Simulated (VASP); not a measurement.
These are LDA (Ceperley-Alder, Perdew-Zunger), VASP's LDA PAW potentials (set 64) (plane waves; VASP) values and carry that method's errors.

VASP ran on this input.

POSCAR:
```
Ge
1.0
  0.0000000000   2.8072395303   2.8072395303
  2.8072395303   0.0000000000   2.8072395303
  2.8072395303   2.8072395303   0.0000000000
Ge
2
Direct
  0.0000000000   0.0000000000   0.0000000000
  0.2500000000   0.2500000000   0.2500000000
```

INCAR:
```
# general
SYSTEM =Ge
PREC   =Accurate
ENCUT  =400
LREAL  =F
LASPH  =T
ICHARG =11

# electronic loop
EDIFF  =1E-7
NELM   =100
ALGO   =Normal
LMAXMIX=4

# smearing
ISMEAR =0
SIGMA  =0.05

# output
LWAVE  =F
LCHARG =F
LORBIT =11
```

KPOINTS:
```
k-points along high-symmetry lines
15
Line-mode
Reciprocal
  0.000000   0.000000   0.000000 ! GAMMA
  0.500000   0.000000   0.500000 ! X

  0.500000   0.000000   0.500000 ! X
  0.625000   0.250000   0.625000 ! U

  0.375000   0.375000   0.750000 ! K
  0.000000   0.000000   0.000000 ! GAMMA

  0.000000   0.000000   0.000000 ! GAMMA
  0.500000   0.500000   0.500000 ! L

  0.500000   0.500000   0.500000 ! L
  0.500000   0.250000   0.750000 ! W

  0.500000   0.250000   0.750000 ! W
  0.500000   0.000000   0.500000 ! X
```

POTCAR, in this order: Ge_d (LDA.64 set). Program: vasp_std. Read from the step before: CHGCAR.

The resulting files:

**OSZICAR**
```
       N       E                     dE             d eps       ncg     rms          rms(c)
DAV:   1     0.149273562268E+03    0.14927E+03   -0.13560E+04  3306   0.367E+03
DAV:   2     0.101223697711E+02   -0.13915E+03   -0.13728E+03  3256   0.479E+02
DAV:   3    -0.790837660104E+01   -0.18031E+02   -0.17793E+02  3550   0.136E+02
DAV:   4    -0.846220319804E+01   -0.55383E+00   -0.54796E+00  3640   0.269E+01
DAV:   5    -0.847213841257E+01   -0.99352E-02   -0.99242E-02  3550   0.359E+00
DAV:   6    -0.847245366045E+01   -0.31525E-03   -0.31522E-03  3666   0.565E-01
DAV:   7    -0.847246756346E+01   -0.13903E-04   -0.13903E-04  3998   0.111E-01
DAV:   8    -0.847246800434E+01   -0.44087E-06   -0.44049E-06  3650   0.175E-02
DAV:   9    -0.847246802754E+01   -0.23204E-07   -0.22993E-07  2912   0.365E-03
   1 F= -.84724680E+01 E0= -.84714239E+01  d E =-.208826E-02
```

OUTCAR:
```
 val. band max:        4.9512899422   @ k =   0.0000   0.0000   0.0000

 cond. band min:       5.0186591199   @ k =   0.0000   0.0000   0.0000



 k-point     1 :       0.0000    0.0000    0.0000
  band No.  band energies     occupation
      1     -20.0169      2.00000
      2     -20.0169      2.00000
      3     -20.0169      2.00000
      4     -19.9782      2.00000
      5     -19.9782      2.00000
      6     -19.7551      2.00000
      7     -19.7551      2.00000
      8     -19.7551      2.00000
      9     -19.7399      2.00000
     10     -19.7399      2.00000
     11      -8.0298      2.00000
     12       4.9513      1.81924
     13       4.9513      1.81924
     14       4.9513      1.81924
     15       5.0187      0.57066
     16       7.4880      0.00000
     17       7.4880      0.00000
     18       7.4880      0.00000

 k-point     2 :       0.0357    0.0000    0.0357
  band No.  band energies     occupation
      1     -20.0181      2.00000
      2     -20.0173      2.00000
      3     -20.0173      2.00000
      4     -19.9777      2.00000
      5     -19.9757      2.00000
      6     -19.7607      2.00000
      7     -19.7545      2.00000
      8     -19.7545      2.00000
      9     -19.7406      2.00000
     10     -19.7361      2.00000
     11      -8.0085      2.00000
     12       4.2865      2.00000
     13       4.8440      1.99999
     14       4.8440      1.99999
     15       5.6758      0.00000
     16       7.4125      0.00000
     17       7.6218      0.00000
     18       7.6218      0.00000

 k-point     3 :       0.0714    0.0000    0.0714
  band No.  band energies     occupation
      1     -20.0207      2.00000
      2     -20.0187      2.00000
      3     -20.0187      2.00000
      4     -19.9753      2.00000
      5     -19.9687      2.00000
      6     -19.7714      2.00000
      7     -19.7520      2.00000
      8     -19.7520      2.00000
      9     -19.7427      2.00000
     10     -19.7303      2.00000
...
```

The density is held fixed in this step, so its total energy and stress have no physical meaning.

The compound is Ge in the diamond structure. It was relaxed first.
